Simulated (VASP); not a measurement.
Here is the system:

```xyz
4
Lattice="4.2093 0.0000 0.0000 -2.1046 3.6453 0.0000 0.0000 0.0000 6.5614" Properties=species:S:1:pos:R:3 pbc="T T T"
Ga     0.0000     0.0000     0.0000
Ga     0.0000     0.0000     3.2807
Bi     0.0000     2.4302     1.6403
Bi     2.1046     1.2151     4.9210
```

These are LDA (Ceperley-Alder, Perdew-Zunger), VASP's LDA PAW potentials (set 64) (plane waves; VASP) values and carry that method's errors. Settings: 400 eV cut-off, Gaussian smearing of 0.050 eV, potentials Ga_d Bi_d.

Unless said otherwise, spin-orbit coupling is left out, though it shifts the bands of the heavy elements here.

Task: What does the run give for the band gap (along the path) with the smallest direct gap where there is one?

Result: 
```json
{
 "band gap (along the path)": "none (metal, semimetal or under 0.01 eV)"
}
```

The structure was generated: GaBi was put into the NiAs type (P6_3/mmc), which need not be its known phase. It was relaxed first.
